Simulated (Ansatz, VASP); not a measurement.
Two plane-wave programs on Li2B

File INCAR:

```
PREC = Accurate
ENCUT = 600
EDIFF = 1E-7
ISMEAR = 0
SIGMA = 0.1
LREAL = F
LASPH = T
NELM = 60
ALGO = Normal
ISIF = 3
LWAVE = F
LCHARG = F
GGA = PE
IBRION = 2
NSW = 90
EDIFFG = -0.04
```

File KPOINTS:

```
regular mesh
0
Gamma
  6 6 6
```

The input POSCAR:

```
Li2B
1.0
    0.0000000000      2.6395384200      2.6395384200
    2.6395384200      0.0000000000      2.6395384200
    2.6395384200      2.6395384200      0.0000000000
Li B
2 1
Direct
    0.2500000000      0.2500000000      0.2500000000
    0.7500000000      0.7500000000      0.7500000000
    0.0000000000      0.0000000000      0.0000000000
```

Input for Ansatz:

```yaml
crystal:
  lattice:
    - [0.0, 2.63953842, 2.63953842]
    - [2.63953842, 0.0, 2.63953842]
    - [2.63953842, 2.63953842, 0.0]
  atoms:
    - { symbol: Li, position: [0.25, 0.25, 0.25] }
    - { symbol: Li, position: [0.75, 0.75, 0.75] }
    - { symbol: B, position: [0.0, 0.0, 0.0] }
basis:
  ecutwfc: 420
kpoints:
  mp_grid: { grid: [6, 6, 6] }
hamiltonian:
  xc: pbe
scf:
  occupations: { method: gaussian, width: 0.1 }
  lower_state_search: "off"
output:
  forces: true
  stress: true
  eigenvalues: true
relax:
  adjacent_minimum: "off"
  f_tol: 0.04
  max_steps: 70
  cell: { stress_tol: 0.4 }
```

Change from the starting cell: species swapped into the Mg2Ge type (Fm-3m, No. 225).

Alike in both runs: task relaxation of cell and atoms; functional PBE; k mesh 6 × 6 × 6; occupations gaussian, width 0.1 eV; no spin polarisation.

|  | VASP | Ansatz |
| --- | --- | --- |
| version | VASP 6.6.1 | Ansatz 0.2.0 |
| potentials or method | VASP PAW PBE potentials, release 64 (Li_sv, B) | scalar-relativistic, plane waves, PAW |
| plane-wave cutoff (eV) | 600 | 420 |
| valence electrons in the cell | 9 | 9 |

```tsv
	VASP	Ansatz	Ansatz less VASP
gap on the k mesh at the Fermi level, each at its own relaxed structure (eV)	none	none	-
relaxed volume (Å³/atom)	13.71	13.62	-0.089
relaxed cell length with the largest relative difference (Å)	3.875	3.866	-0.0084
energy change over the relaxation (meV/atom)	-19	-20	-0.7
```

A gap of «none» marks a metal or a gap that the smearing closes.

Caveats: the cutoff is under 1.25 times the usual one of these potentials, so pressure, stress and relaxed cells hold a basis-set (Pulay) error (VASP).
